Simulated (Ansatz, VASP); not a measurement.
**BiP in VASP and in Ansatz**

Contents of INCAR:

```
SYSTEM = BiP
PREC = Accurate
ENCUT = 520
EDIFF = 1E-8
ISMEAR = -1
SIGMA = 0.05
LREAL = .False.
LASPH = .True.
NELM = 100
ALGO = Normal
ISIF = 2
LWAVE = .False.
LCHARG = .False.
GGA = PE
LEFG = .True.
NBANDS = 17
```

Contents of KPOINTS:

```
Automatic mesh
0
Gamma
  13 13 13
  0 0 0
```

The input POSCAR:

```
BiP
1.0
    0.0000000000      3.2519146124      3.2519146124
    3.2519146124      0.0000000000      3.2519146124
    3.2519146124      3.2519146124      0.0000000000
Bi P
1 1
Direct
    0.0000000000      0.0000000000      0.0000000000
    0.2500000000      0.2500000000      0.2500000000
```

Input for Ansatz:

```yaml
crystal:
  lattice:
    - [0.0, 3.2519146124, 3.2519146124]
    - [3.2519146124, 0.0, 3.2519146124]
    - [3.2519146124, 3.2519146124, 0.0]
  atoms:
    - { symbol: Bi, position: [0.0, 0.0, 0.0] }
    - { symbol: P, position: [0.25, 0.25, 0.25] }
kpoints:
  mp_grid: { grid: [13, 13, 13] }
scf:
  occupations: { method: fermi_dirac, width: 0.05 }
hamiltonian:
  xc: pbe
  pseudopotentials: { kind: paw }
output:
  forces: true
  stress: true
  eigenvalues: true
  efg: { contact_densities: true }
```

Alike in both runs: task electric field gradients; functional PBE; k mesh 13 × 13 × 13; occupations fermi-dirac, width 0.05 eV; no spin polarisation.

|  | VASP | Ansatz |
| --- | --- | --- |
| version | VASP 6.6.1 | Ansatz 0.2.0 |
| potentials or method | VASP PAW PBE potentials, release 64 (Bi_d, P) | PAW with Ansatz's default frozen-core files, scalar-relativistic |
| plane-wave cutoff (eV) | 520 | 420 |
| valence electrons in the cell | 20 | 20 |

|  | VASP | Ansatz | Ansatz less VASP |
| --- | --- | --- | --- |
| pressure (GPa) | -0.1 | 0.0 | +0.04 |
| Vzz of the field gradient on the site that differs most (V/Å²) | 0.0 | 0.0 | 0.00 |

With one functional, cell and mesh, what is left measures potentials, basis and numerics. Ansatz warned: «gradients_without_spin_orbit».

Caveats: spin-orbit coupling is left out, which moves the levels of the heavy elements.
